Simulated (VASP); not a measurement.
Here is the system:

```xyz
2
Lattice="0.0000 2.8917 2.8917 2.8917 0.0000 2.8917 2.8917 2.8917 0.0000" Properties=species:S:1:pos:R:3 pbc="T T T"
Zn     0.0000     0.0000     0.0000
Se     1.4458     1.4458     1.4459
```

The numbers are results of PBE GGA, VASP's PBE PAW potentials (set 64) (plane waves; VASP), not measurements. Numerical set-up: 400 eV cut-off, KSPACING 0.2 per Å, Gaussian smearing of 0.050 eV, potentials Zn Se.

Give the stress tensor in GPa (positive for a compressed cell).

```
-1.44   0.00   0.00
 0.00  -1.44   0.00
 0.00   0.00  -1.44
```
The pressure is its mean diagonal, -1.44 GPa.

The compound is ZnSe in the zinc blende structure. The cell was not relaxed at this level. The run is one of a series of settings (KGAMMA = .TRUE., KSPACING = 0.2, KPOINTS file removed against the base run), some of them coarse on purpose.
